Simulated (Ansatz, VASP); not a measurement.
**Cross-check of SnSe2 between VASP and Ansatz**

One calculation is typed for both programs; each brings its own data sets. How far apart do they land? The structure shown is the start of the Ansatz relaxation below; VASP solves that cell, so the two are compared at the walk's first step.

Calculated with Ansatz 0.2.0; plane waves, with VASP 6.6.1 beside it; single point at PBE.

### 1. The structure

The cell holds 3 atoms: 1 Sn and 2 Se. Cell: a = 3.868 Å, b = 3.868 Å, c = 30.460 Å, α = 90.0°, β = 90.0°, γ = 120.0°. It derives from SnSe2. Vacuum lies along c.

### 2. Ansatz: relaxation, PBE

Ansatz runs on its PAW soft_1 files.

The two programs are compared at the cell with which this relaxation starts, whose forces are those of its first step.

The input, input.yaml:

```yaml
crystal:
  lattice:
    - [3.8680762015, 0.0, 0.0]
    - [-1.9340381008, 3.3498478431, 0.0]
    - [0.0, 0.0, 30.46]
  atoms:
    - { symbol: Sn, position: [0.2222246537, 0.4444493073, 0.3282991648] }
    - { symbol: Se, position: [0.8888885495, 0.7777770991, 0.3806677266] }
    - { symbol: Se, position: [0.5555534635, 0.111106927, 0.2759313359] }
  periodic: [true, true, false]
kpoints:
  mp_grid: { grid: [9, 9, 1] }
hamiltonian:
  xc: pbe
  pseudopotentials: { kind: paw, azcp: { folder: soft_1 } }
scf:
  occupations: { method: fixed }
output:
  forces: true
  stress: true
  eigenvalues: true
relax:
  adjacent_minimum: "off"
  f_tol: 0.001
  max_steps: 60
  cell: { stress_2d_tol: 0.002 }
```

Run with:

```sh
> ansatz run input.yaml --threads 4 --pin off --max-ram 16384MiB --backend cpu --events-out ev --progress --plain --runs-dir out
```

Numbers of over 12 decimals in the logs are rounded to 6 here.

Log:

```text
Warning: the atoms were moved onto the symmetric positions of the space group found under crystal.symmetry.tolerance 1.0e-5 (fractional; no operation is sought that the atoms, as they stand in a round, miss by more than twice it, and no atom is moved by as much as it), and the run uses the moved positions. Before a round's move an operation carried an atom to 3.58e-5 Å from where it should land, the largest such dist [...]
Engine: ansatz 0.2.0, aarch64-unknown-linux-gnu
Pseudopotentials: kind: paw
Pseudopotential: Sn, paw, valence charge 14, recommended cutoff 420 eV (normal), soft_1/Sn.paw.azcp
Pseudopotential: Se, paw, valence charge 16, recommended cutoff 420 eV (normal), soft_1/Se.paw.azcp
Functional definition: PBE
  parameter kappa = 0.804
  parameter beta = 0.066725
  exchange = pbe_x(kappa = kappa, mu = beta*pi^2/3)
  correlation = pbe_c(beta = beta)
Crystal: 3 atoms, lattice volume = 394.684 Å³
Basis set: ecut = 420 eV, 7745 PW (Γ), exchange–correlation on 54×54×432 points (8 copies of the dense FFT grid, shifted against one another)
Bands: 28, of which v1, the nominal top of the filled ones, is band 23 counted from 1 (22 counted from 0)
Symmetry: 12 space group operations
Space group: P-3m1 (ITA 164), of the structure as read, at distance tolerance 7.3e-5 Å
k-points: 12 of 81
Non-local potential: Sn, projectors of the file, l = 0: 2, l = 1: 2, l = 2: 2, l = 3: 1
Non-local potential: Se, projectors of the file, l = 0: 2, l = 1: 2, l = 2: 3, l = 3: 1
PAW form: soft (Blöchl's): semilocal exchange-correlation on the pseudo side does not see the compensation charge
PAW one-centre angular grid: Sn, 590 points (default); XC on 64 Gauss nodes
PAW one-centre angular grid: Se, 590 points (default); XC on 64 Gauss nodes
Initial density: superposition of atomic densities (neutral atoms: chi_scale 0, normalization atom)
Initial wavefunctions: pseudopotential atomic-orbital guess
Functional: x = pbe(κ = 0.804, μ = 0.219515), c = pbe(β = 0.066725)
iter 1 solved again at ethr=2.29e-3 eV; its pass at ethr=3.10e-3 eV (dr2=1.06e0 eV) is discarded
SCF iter   1: F=—  HF=-16963.767564 eV  |F-HF|=—  |Δ(HF+E_count)|=         —  Δρ=1.32e-2  dr2=1.06e0  ethr=2.29e-3  ⟨swp⟩=1.6  Hψ=1837  notcnv=0  defer=30
[...]
SCF iter   6: F=-16963.482614 eV  HF=-16963.482614 eV  |F-HF|=4.37e-11  |Δ(HF+E_count)|=  1.67e-10  Δρ=2.23e-8  dr2=1.37e-12  ethr=1.00e-12  ⟨swp⟩=12.1  Hψ=2410  notcnv=0
SCF 2 converged in 6 iterations: F = -16963.482614 eV  dr2 = 1.37e-12
relax step   2: F+E_penalty+E_count = -16963.48261433 eV  Δ(F+E_penalty+E_count) = +1.094e-6 eV  max|allowed force component| = 2.471e-3 eV/Å  Δτ_max = 0.0005 Å  P = +0.003 N/m  Ω = 394.744 Å³  energy of the carried Pulay correction = -7.386e-7 eV  fix = [c, alpha, beta]  (6 SCF iters, dr2 threshold 1.65e-11 eV, rejected (line search))
[...]
relax step   3: F+E_penalty+E_count = -16963.48261529 eV  Δ(F+E_penalty+E_count) = +1.367e-7 eV  max|allowed force component| = 2.447e-4 eV/Å  Δτ_max = 0.0002 Å  P = +0.002 N/m  Ω = 394.719 Å³  energy of the carried Pulay correction = -4.340e-7 eV  fix = [c, alpha, beta]  reactions: c +0.000 N/m  (8 SCF iters, accepted)
[...]
relax step   4: F+E_penalty+E_count = -16963.48261609 eV  Δ(F+E_penalty+E_count) = -7.967e-7 eV  max|allowed force component| = 2.443e-4 eV/Å  Δτ_max = 0.0000 Å  P = +0.002 N/m  Ω = 394.719 Å³  fix = [c, alpha, beta]  reactions: c +0.000 N/m  stress off target by 1.79e-3 N/m on what of the cell is left free  SCF on the basis re-selected at this cell (its energy is not comparable with the rows above)  (10 SCF iters)
basis re-selected at this cell: Δ(F+E_penalty+E_count) = -7.967e-7 eV, ΔP = -0.000 N/m vs the last step (what re-selecting the basis moved, of the pressure what is left beyond the Pulay correction that the steps carried, after the strain that the cell walked since its last selection, with what the two solves' SCF thresholds leave and, on support functions, any second-order correction that the steps lacked; it is no m [...]
SCF converged after 10 iterations
Free energy (F): -16963.482616 eV
Harris-Foulkes:  -16963.482616 eV  (|F-HF|=4.73e-11)
Internal energy: -16963.482616 eV  (E = F + TS)
E sigma→0 (E₀):  -16963.482616 eV
Fermi energy:    -6.049149 eV
--- Per-component energies (eV) ---
  E_band       = -1499.700810
  E_kinetic    = 388.313975
  E_local      = -94911.432772  (includes V_loc(G=0)·N_el)
  E_nonlocal   = -563.645436
  E_hartree    = 47274.751350
  E_xc         = -294.631800
  E_vxc        = -259.202981  (∫ρ·V_xc dr)
  E_paw        = -8631.807757  (= ΣΔE_a)
  E_vpaw       = -703.235828  (= ΣTr[D̂ρ^β])
  E_aug_tail   = -0.000466  (compensation charges beyond the density's cutoff)
  E_ewald      = 39774.970289
  E_smearing   = -0.000000  (= −TS)
  E_closure    = -0.000000  (closes the sum)
  Σ components = -16963.482616   (vs F -16963.482616, Δ=0.00e0)
--- Forces (eV/Å), atoms counted from 1 ---
  atom   1  Sn     0.00000000     0.00000000     0.00000000
  atom   2  Se     0.00000000    -0.00000000     0.00024426
  atom   3  Se     0.00000000     0.00000000    -0.00024426
  max |Σ_I F_I| component: 3.47e-18 eV/Å
--- 2D stress c σ (N/m, compression-positive) ---
        0.001789      -0.000000      -0.000000
       -0.000000       0.001789       0.000000
       -0.000000       0.000000       0.000000
  P = ½ c Tr σ = 0.0018 N/m
--- Band table (eV; the first three rows and the last of 12) ---
  k-point 0: bands = [... 19 lower, -6.5108, -6.5108, -6.1315, -6.1315, -4.5446, -2.9956, -1.4758, -1.4758, ... 1 higher]
  k-point 1: bands = [... 19 lower, -7.0328, -6.8685, -6.6984, -6.0491, -4.0073, -2.3862, -1.5994 (-1.5994°), -1.2097, ... 1 higher]
  k-point 2: bands = [... 19 lower, -7.6694, -7.4341, -6.8513, -6.1060, -4.0831, -2.0728, -0.7078 (-0.7078°), -0.6943, ... 1 higher]
  k-point 11: bands = [... 19 lower, -9.5576, -9.1824, -6.8307, -6.8307, -4.2429, -0.7791, -0.7791, 0.4869, ... 1 higher]
  ° read free of the cell's end (the report's vacuum.weakly_bound_levels)
--- Relaxed structure (3 steps of the walk, 2 accepted, 1 SCFs on fresh bases) ---
  F+E_penalty+E_count = -16963.48261609 eV   max|allowed force component| = 2.443e-4 eV/Å   (the final SCF, on the basis selected at the relaxed cell)
  cell:  # Å, volume = 394.7192 Å³
    - [3.868244, 2.8868741962287935e-11, 0]
    - [-1.934122, 3.349998, 0]
    - [0, 0, 30.46]
  atoms:
    - { symbol: Sn, position: [0.222222, 0.444444, 0.3282994091] }
    - { symbol: Se, position: [0.8888888889, 0.7777777778, 0.380662] }
    - { symbol: Se, position: [0.555556, 0.111111, 0.275937] }
```

The column dr2 measures how far the density is from self-consistency, as an energy; F and HF (Harris–Foulkes) agree once it is small.

### 3. VASP: single point, PBE, start cell, pair 1

The same cell, functional and mesh now go to VASP, with its own data sets.

Lines of VASP's logs that name or quote its potential files are left out, and so is its time.

The input, INCAR:

```
SYSTEM = SnSe2
PREC = Accurate
ENCUT = 400
EDIFF = 1E-06
NELM = 120
ISMEAR = 0
SIGMA = 0.01
LREAL = .FALSE.
ALGO = Normal
GGA = PE
NBANDS = 19
LORBIT = 11
LWAVE = .FALSE.
LCHARG = .FALSE.
ISIF = 2
LDIPOL = .TRUE.
IDIPOL = 3
DIPOL = 0.5 0.5 0.328
LVHAR = .TRUE.
LASPH = .TRUE.
GGA_COMPAT = .FALSE.
EFERMI = MIDGAP
NELMDL = -8
KPAR = 2
```

The input, POSCAR:

```
SnSe2
1.0
    3.8680740000      0.0000000000      0.0000000000
   -1.9340370000      3.3498500000      0.0000000000
    0.0000000000      0.0000000000     30.4600000000
Sn Se
1 2
Direct
    0.2222221891      0.4444443781      0.3282994091
    0.8888889055      0.7777778109      0.3806675968
    0.5555556219      0.1111112438      0.2759312213
```

The input, KPOINTS:

```
Automatic mesh
0
Gamma
9 9 1
0 0 0
```

The projector-augmented-wave data sets are Sn_d and Se (PBE family, release 64).

Run with:

```sh
> mpirun -np 2 vasp_std
```

Log:

```text
[banner, memory and clock lines left out]
running    2 mpi-ranks, on    1 nodes
 distrk:  each k-point on    1 cores,    2 groups
 distr:  one band on    1 cores,    1 groups

 POSCAR found type information on POSCAR SnSe
 POSCAR found :  2 types and       3 ions
 LDA part: xc-table for (Slater+PW92), standard interpolation
 POSCAR, INCAR and KPOINTS ok, starting setup
 FFT: planning ... GRIDC
 FFT: planning ... GRID_SOFT
 FFT: planning ... GRID
 WAVECAR not read
 entering main loop
       N       E                     dE             d eps       ncg     rms          rms(c)
DAV:   1     0.163224468832E+03    0.16322E+03   -0.92897E+03   552   0.829E+02
DAV:   2     0.760203834266E+01   -0.15562E+03   -0.15260E+03   603   0.209E+02
DAV:   3    -0.115705889314E+02   -0.19173E+02   -0.19098E+02   564   0.827E+01
DAV:   4    -0.121318200883E+02   -0.56123E+00   -0.56040E+00   594   0.176E+01
DAV:   5    -0.121424195314E+02   -0.10599E-01   -0.10599E-01   683   0.247E+00
DAV:   6    -0.121425201964E+02   -0.10067E-03   -0.10066E-03   633   0.195E-01
DAV:   7    -0.121425228542E+02   -0.26577E-05   -0.26577E-05   727   0.322E-02
DAV:   8    -0.121425228866E+02   -0.32409E-07   -0.32381E-07   521   0.354E-03    0.469E+00
DAV:   9    -0.118806725749E+02    0.26185E+00   -0.60049E-01   693   0.779E+00    0.304E+00
DAV:  10    -0.118663475942E+02    0.14325E-01   -0.22500E-01   537   0.307E+00    0.518E-01
DAV:  11    -0.118625203247E+02    0.38273E-02   -0.25481E-02   587   0.158E+00    0.282E-01
DAV:  12    -0.118628388925E+02   -0.31857E-03   -0.23951E-03   515   0.311E-01    0.602E-02
DAV:  13    -0.118628418359E+02   -0.29434E-05   -0.14061E-04   676   0.110E-01    0.309E-02
DAV:  14    -0.118628572416E+02   -0.15406E-04   -0.87624E-05   555   0.475E-02    0.968E-03
DAV:  15    -0.118628760283E+02   -0.18787E-04   -0.43823E-06   531   0.116E-02    0.853E-03
DAV:  16    -0.118629578350E+02   -0.81807E-04   -0.17636E-05   463   0.137E-02    0.396E-03
DAV:  17    -0.118630212868E+02   -0.63452E-04   -0.56717E-06   443   0.727E-03    0.464E-03
DAV:  18    -0.118630567049E+02   -0.35418E-04   -0.19194E-06   479   0.604E-03    0.171E-03
DAV:  19    -0.118630713618E+02   -0.14657E-04   -0.22915E-07   498   0.283E-03    0.637E-04
DAV:  20    -0.118630778708E+02   -0.65090E-05   -0.13624E-07   493   0.140E-03    0.841E-04
DAV:  21    -0.118630809651E+02   -0.30943E-05   -0.55624E-08   469   0.150E-03    0.154E-04
DAV:  22    -0.118630822234E+02   -0.12583E-05   -0.34303E-08   488   0.672E-04    0.234E-04
DAV:  23    -0.118630830559E+02   -0.83242E-06   -0.95314E-09   438   0.354E-04
   1 F= -.11863083E+02 E0= -.11863083E+02  d E =0.000000E+00
```

From OUTCAR (step 3):

```text
ion  position               nearest neighbor table
   1  0.222  0.444  0.328-   2 2.74   3 2.74   3 2.74   2 2.74   2 2.74   3 2.74
   2  0.889  0.778  0.381-   1 2.74   1 2.74   1 2.74
   3  0.556  0.111  0.276-   1 2.74   1 2.74   1 2.74

  LATTYP: Found a hexagonal cell.
 ALAT       =     3.8680740000
 C/A-ratio  =     7.8747200803

 Subroutine GETGRP returns: Found 12 space group operations
 (whereof  2 operations were pure point group operations)

The static configuration has the point symmetry C_1h.
 The point group associated with its full space group is D_3d.

 Found     12 irreducible k-points:

   k-points           NKPTS =     12   k-points in BZ     NKDIM =     12   number of bands    NBANDS=     19

   dimension x,y,z NGX =    28 NGY =   28 NGZ =  200
   dimension x,y,z NGXF=    56 NGYF=   56 NGZF=  400

   ENCUT  =  400.0 eV  29.40 Ry    5.42 a.u.   6.31  6.31 49.67*2*pi/ulx,y,z

   NELECT =      26.0000    total number of electrons

 k-points in reciprocal lattice and weights: Automatic mesh
   0.00000000  0.00000000  0.00000000       0.012
   0.11111111  0.00000000  0.00000000       0.074
   0.22222222 -0.00000000  0.00000000       0.074
   0.33333333  0.00000000  0.00000000       0.074
   0.44444444 -0.00000000  0.00000000       0.074
   0.11111111  0.11111111  0.00000000       0.074
   0.22222222  0.11111111  0.00000000       0.148
   0.33333333  0.11111111  0.00000000       0.148
   0.44444444  0.11111111  0.00000000       0.074
   0.22222222  0.22222222  0.00000000       0.074
   0.33333333  0.22222222  0.00000000       0.148
   0.33333333  0.33333333  0.00000000       0.025

 dipolmoment           0.000000      0.000000      0.000002 electrons x Angstroem

 average (electrostatic) potential at core
       1-110.8023       2 -61.4372       3 -61.4372

 E-fermi :  -3.6533

 k-point     1 :       0.0000    0.0000    0.0000
  band No.  band energies     occupation
    ...
      9      -5.1064      2.00000
     10      -4.5378      2.00000
     11      -4.5378      2.00000
     12      -4.1574      2.00000
     13      -4.1574      2.00000
     14      -2.5743      0.00000
     15      -1.0266      0.00000
     16       0.4928      0.00000
     17       0.4928      0.00000
     18       1.5735      0.00000
    ...

 k-point     2 :       0.1111    0.0000    0.0000
  band No.  band energies     occupation
    ...
      9      -5.4880      2.00000
     10      -5.0573      2.00000
     11      -4.8960      2.00000
     12      -4.7259      2.00000
     13      -4.0749      2.00000
     14      -2.0349      0.00000
     15      -0.4166      0.00000
     16       0.3711      0.00000
     17       0.7596      0.00000
     18       1.7126      0.00000
    ...

 k-point     3 :       0.2222   -0.0000    0.0000
  band No.  band energies     occupation
    ...
      9      -6.7913      2.00000
     10      -5.6966      2.00000
     11      -5.4623      2.00000
     12      -4.8767      2.00000
     13      -4.1317      2.00000
     14      -2.1101      0.00000
     15      -0.1028      0.00000
     16       1.2640      0.00000
     17       1.2762      0.00000
     18       1.9796      0.00000
    ...

  Total        0.0128606      0.0128605      0.0120634     -0.0000000      0.0000000     -0.0000000
  in kB        0.0522060      0.0522060      0.0489700     -0.0000000      0.0000000     -0.0000000
  external PRESSURE =       0.0511273 kB  Pullay stress =       0.0000000 kB

  energy-cutoff  :      400.00
  volume of cell :      394.68
      direct lattice vectors                 reciprocal lattice vectors
     3.868074000  0.000000000  0.000000000     0.258526595  0.149260415  0.000000000
    -1.934037000  3.349850000  0.000000000     0.000000000  0.298520829  0.000000000
     0.000000000  0.000000000 30.460000000     0.000000000  0.000000000  0.032829941

 POSITION                                       TOTAL-FORCE (eV/Angst)
 -----------------------------------------------------------------------------------
      0.00000      1.48882     10.00000         0.000000     -0.000000      0.000000
      1.93404      2.60544     11.59513        -0.000000     -0.000000      0.012840
      1.93404      0.37221      8.40487        -0.000000      0.000000     -0.012840
 -----------------------------------------------------------------------------------
    total drift:                               -0.000000     -0.000355     -0.000017

  FREE ENERGIE OF THE ION-ELECTRON SYSTEM (eV)
  ---------------------------------------------------
  free  energy   TOTEN  =       -11.8630830559 eV

  energy  without entropy=      -11.8630830559  energy(sigma->0) =      -11.86308306

 vacuum level on the upper side and lower side of the slab         1.975         1.975

 total charge
# of ion       s       p       d       tot
------------------------------------------
    1        1.060   0.986  10.085  12.130
    2        1.483   2.298   0.023   3.804
    3        1.483   2.298   0.023   3.804
--------------------------------------------------
tot          4.025   5.582  10.132  19.739

[... 3 further parts left out ...]
```

The run ends at a pressure of 0.01 GPa, with forces up to 0.013 eV/Å.

### 4. Side by side

Known differences besides the potentials themselves: fixed occupations in Ansatz, narrow Gaussian smearing in VASP; Ansatz cuts the interaction across the vacuum, VASP repeats the sheet with a dipole correction; the data sets hold 46 valence electrons in Ansatz (on its PAW soft_1 files) and 26 in VASP; the cutoff is 420 eV in Ansatz and 400 eV in VASP. Total energies have different zeros and are not compared.

At this near-relaxed geometry the largest component of a force difference is 14 meV/Å. With vacuum in the cell, a pressure given here is an average over mostly empty space and none of the material.

### 5. Ansatz: relaxation, PBE

The two programs are compared at the cell with which this relaxation starts, whose forces are those of its first step.

The structure compared here is the start of the Ansatz relaxation; VASP solves that cell, so the two are compared at the walk's first step.

The input, input.yaml:

```yaml
crystal:
  lattice:
    - [3.7941949, 0.0, 0.0]
    - [-1.89709745, 3.2858691703, 0.0]
    - [0.0, 0.0, 30.46]
  atoms:
    - { symbol: Sn, position: [0.3333333333, 0.6666666667, 0.3282994091] }
    - { symbol: Se, position: [0.7153600235, 0.430720047, 0.384945277] }
    - { symbol: Se, position: [0.6179733098, 0.2359466197, 0.2716535412] }
  periodic: [true, true, false]
kpoints:
  mp_grid: { grid: [12, 12, 1] }
hamiltonian:
  xc: pbe
  pseudopotentials: { kind: paw, azcp: { folder: soft_1 } }
scf:
  occupations: { method: gaussian, width: 0.1 }
output:
  forces: true
  stress: true
  eigenvalues: true
  write_density: true
  write_potential: true
  elf: true
  volumetric_format: npy
relax:
  adjacent_minimum: "off"
  f_tol: 0.002
  max_steps: 120
  cell: { stress_2d_tol: 0.005 }
```

Run with:

```sh
> ansatz run input.yaml --threads 4 --pin off --max-ram 16384MiB --backend cpu --events-out ev --progress --plain --runs-dir out
```

Log:

```text
[...]
Crystal: 3 atoms, lattice volume = 379.752 Å³
Basis set: ecut = 420 eV, 7445 PW (Γ), exchange–correlation on 54×54×432 points (8 copies of the dense FFT grid, shifted against one another)
Bands: 28, of which v1, the nominal top of the filled ones, is band 23 counted from 1 (22 counted from 0)
Symmetry: 2 space group operations
[...]
k-points: 43 of 144 (time reversal used)
[...]
° read free of the cell's end (the report's vacuum.weakly_bound_levels)
--- Relaxed structure (11 steps of the walk, 11 accepted, 1 SCFs on fresh bases) ---
[...]
cell:  # Å, volume = 394.6844 Å³
    - [3.868076, 0.0, 0]
    - [-1.934038, 3.349848, 0]
    - [0, 0, 30.46]
  atoms:
    - { symbol: Sn, position: [0.222225, 0.444449, 0.328299] }
    - { symbol: Se, position: [0.888889, 0.777777, 0.380668] }
    - { symbol: Se, position: [0.555553, 0.111107, 0.275931] }
[key lines of the parts left out:]
SCF converged after 10 iterations
Free energy (F): -16963.483230 eV
Fermi energy:    -5.651982 eV
P = ½ c Tr σ = -0.0005 N/m
```

(Part 1 of 2 ends here.)

[Lines on the potential files, build, host, timing and source positions are cut from VASP's logs without a mark.]

[Logs are printed without paths, hosts, clocks, repeated set-up lines and the standing remarks that a program may print on its own settings, such as how far it seeks lower states.]

[Hosts, paths, dates, database ids (printed as entryN), source tags and the programs' standing remarks are cut or masked in the printed files.]
